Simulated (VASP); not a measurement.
Level of theory: PBE GGA, VASP's PBE PAW potentials (set 64) (plane waves; VASP 6.6.1).

The input files of a VASP run:

**POSCAR**
```
Li2O
1
    0.0000000000     2.3562000000     2.3562000000
    2.3562000000     0.0000000000     2.3562000000
    2.3562000000     2.3562000000     0.0000000000
Li O
2 1
Direct
  0.2500000000   0.2500000000   0.2500000000
  0.7500000000   0.7500000000   0.7500000000
  0.0000000000   0.0000000000   0.0000000000
```

INCAR:
```
ISIF = 2
NELM = 100
NELECT = 11.9
ENCUT = 520
LWAVE = .FALSE.
SYSTEM = Li2O
ALGO = Normal
ISMEAR = 0
PREC = Accurate
LREAL = .FALSE.
LCHARG = .FALSE.
SIGMA = 0.05   ! width (eV)
EDIFF = 1E-6   ! SCF stop (eV)
GGA = PE
LASPH = .TRUE.
```

**KPOINTS**
```
Automatic mesh
0
Gamma
7 7 7
0 0 0
```

POTCAR, in this order: Li_sv O (PBE.64 set). Program: vasp_std.

The cell is charged, with a uniform compensating background.

Task: Estimate the energy per atom (σ→0), pressure, band gap (on the k-mesh).

Result: 
The energy per atom (σ→0) comes out as -463.8 kJ/mol of atoms, the band gap (on the k-mesh) comes out as none (metal, semimetal or under 0.01 eV) and the pressure is -6.98 GPa.

**OSZICAR**
```
...
DAV:   7    -0.144229123536E+02    0.27855E-01   -0.19375E-01   456   0.369E+00    0.138E+00
DAV:   8    -0.144234483908E+02   -0.53604E-03   -0.52514E-02   496   0.284E+00    0.317E-01
DAV:   9    -0.144227287157E+02    0.71968E-03   -0.54804E-03   546   0.694E-01    0.107E-01
DAV:  10    -0.144232757336E+02   -0.54702E-03   -0.10800E-03   432   0.256E-01    0.545E-02
DAV:  11    -0.144232551970E+02    0.20537E-04   -0.40626E-05   490   0.829E-02    0.123E-02
DAV:  12    -0.144232576644E+02   -0.24674E-05   -0.70926E-06   508   0.258E-02    0.261E-03
DAV:  13    -0.144232578470E+02   -0.18260E-06   -0.99231E-07   462   0.964E-03
   1 F= -.14423258E+02 E0= -.14422159E+02  d E =-.219729E-02
```

The compound is Li2O in the antifluorite structure. The cell was not relaxed at this level. The k-mesh is coarse (spacing up to 0.33 per Å, 2π included), so the numbers may not be converged in it. The run is one of a series of settings (NELECT = 11.9 against the base run), some of them coarse on purpose.
